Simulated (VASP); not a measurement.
Level of theory: vdW-DF-cx, VASP's PBE PAW potentials (set 64) (plane waves; VASP 6.6.1).

VASP input:

### KPOINTS
```
k-points along high-symmetry lines
15
Line-mode
Reciprocal
  0.000000   0.000000   0.000000 ! GAMMA
  0.000000   0.500000   0.000000 ! X

  0.000000   0.500000   0.000000 ! X
  0.500000   0.500000   0.000000 ! M

  0.500000   0.500000   0.000000 ! M
  0.000000   0.000000   0.000000 ! GAMMA

  0.000000   0.000000   0.000000 ! GAMMA
  0.500000   0.500000   0.500000 ! R

  0.500000   0.500000   0.500000 ! R
  0.000000   0.500000   0.000000 ! X

  0.500000   0.500000   0.500000 ! R
  0.500000   0.500000   0.000000 ! M
```

### INCAR
```
AGGAC=0.0
ALGO=Normal
EDIFF=1E-7
ENCUT=520
GGA=CX
ICHARG=11
ISMEAR=0
LASPH=T
LCHARG=F
LORBIT=11
LREAL=F
LUSE_VDW=T
LWAVE=F
NELM=100
PREC=Accurate
SIGMA=0.05
SYSTEM=KMgF3
```

POSCAR:
```
KMgF3
1
    4.0032727183     0.0000000000     0.0000000000
   -0.0000000000     4.0032727183     0.0000000000
   -0.0000000000    -0.0000000000     4.0032727183
K Mg F
1 1 3
Direct
  0.0000000000   0.0000000000   0.0000000000
  0.5000000000   0.5000000000   0.5000000000
  0.5000000000   0.0000000000   0.5000000000
  0.0000000000   0.5000000000   0.5000000000
  0.5000000000   0.5000000000   0.0000000000
```

POTCAR, in this order: K_sv Mg F (PBE.64 set). Program: vasp_std. Read from the step before: CHGCAR.

The run wrote:

### OSZICAR
```
       N       E                     dE             d eps       ncg     rms          rms(c)
DAV:   1     0.248381677881E+03    0.24838E+03   -0.17562E+04  3600   0.156E+03
DAV:   2    -0.360976137582E+01   -0.25199E+03   -0.24238E+03  4948   0.380E+02
DAV:   3    -0.146387183943E+02   -0.11029E+02   -0.10987E+02  4284   0.778E+01
DAV:   4    -0.150156402082E+02   -0.37692E+00   -0.37631E+00  6316   0.118E+01
DAV:   5    -0.150171264165E+02   -0.14862E-02   -0.14861E-02  4160   0.752E-01
DAV:   6    -0.150171778352E+02   -0.51419E-04   -0.51418E-04  5216   0.731E-02
DAV:   7    -0.150171781269E+02   -0.29171E-06   -0.29169E-06  4424   0.891E-03
DAV:   8    -0.150171781338E+02   -0.68871E-08   -0.68307E-08  3252   0.118E-03
   1 F= -.15017178E+02 E0= -.15017178E+02  d E =-.106068E-12
```

**OUTCAR**
```
 val. band max:       -1.7486850713   @ k =   0.5000   0.5000   0.5000

 cond. band min:       5.6005334964   @ k =   0.0000   0.0000   0.0000



 k-point     1 :       0.0000    0.0000    0.0000
  band No.  band energies     occupation
      1     -27.2836      2.00000
      2     -21.6980      2.00000
      3     -21.0538      2.00000
      4     -21.0538      2.00000
      5     -10.8487      2.00000
      6     -10.8487      2.00000
      7     -10.8487      2.00000
      8      -4.1351      2.00000
      9      -4.1351      2.00000
     10      -4.1351      2.00000
     11      -2.3633      2.00000
     12      -2.3633      2.00000
     13      -2.3633      2.00000
     14      -2.0684      2.00000
     15      -2.0684      2.00000
     16      -2.0684      2.00000
     17       5.6005      0.00000
     18       8.3960      0.00000
     19       8.3960      0.00000
     20      10.5015      0.00000

 k-point     2 :       0.0000    0.0357    0.0000
  band No.  band energies     occupation
      1     -27.2832      2.00000
      2     -21.6966      2.00000
      3     -21.0556      2.00000
      4     -21.0537      2.00000
      5     -10.8485      2.00000
      6     -10.8480      2.00000
      7     -10.8480      2.00000
      8      -4.1341      2.00000
      9      -4.1335      2.00000
     10      -4.1335      2.00000
     11      -2.3663      2.00000
     12      -2.3660      2.00000
     13      -2.3660      2.00000
     14      -2.0810      2.00000
     15      -2.0711      2.00000
     16      -2.0711      2.00000
     17       5.6235      0.00000
     18       8.4079      0.00000
     19       8.4101      0.00000
     20      10.5083      0.00000

 k-point     3 :       0.0000    0.0714    0.0000
  band No.  band energies     occupation
      1     -27.2822      2.00000
      2     -21.6926      2.00000
      3     -21.0608      2.00000
      4     -21.0534      2.00000
      5     -10.8479      2.00000
      6     -10.8461      2.00000
...
```

The density is held fixed in this step, so its total energy and stress have no physical meaning.

The compound is KMgF3 in the cubic perovskite structure. It was relaxed first.
